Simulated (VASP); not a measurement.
Here is the system:

```
CaCd2As2
1.0
    4.41388     0.00000     0.00000
   -2.20694     3.82253     0.00000
    0.00000     0.00000     7.20606
Ca Cd As
1 2 2
Direct
  0.00000   0.00000   0.00000
  0.33333   0.66667   0.63325
  0.66667   0.33333   0.36675
  0.33333   0.66667   0.23766
  0.66667   0.33333   0.76234
```

Computed with LDA (Ceperley-Alder, Perdew-Zunger), VASP's LDA PAW potentials (set 64) (plane waves; VASP). Settings: 300 eV cut-off, 7×7×4 Γ-centred mesh, Fermi-Dirac smearing of 0.050 eV, potentials Ca_sv Cd As.

At this cut-off the stress carries a Pulay error, which pulls relaxed volumes low.

**Question.** Estimate the energy per atom (σ→0), pressure, largest force.

**Answer.** 
```json
{
  "energy per atom (σ→0)": "-3800 meV/atom",
  "pressure": "-3.76 GPa",
  "largest_force": "0.051 eV/Å"
}
```

Total energies compare only between runs with the same potentials, cut-off and functional.

The structure comes from a computed database's CaCd2As2 entry (P-3m1); how it stands against other phases isn't given here. The cell was not relaxed at this level.
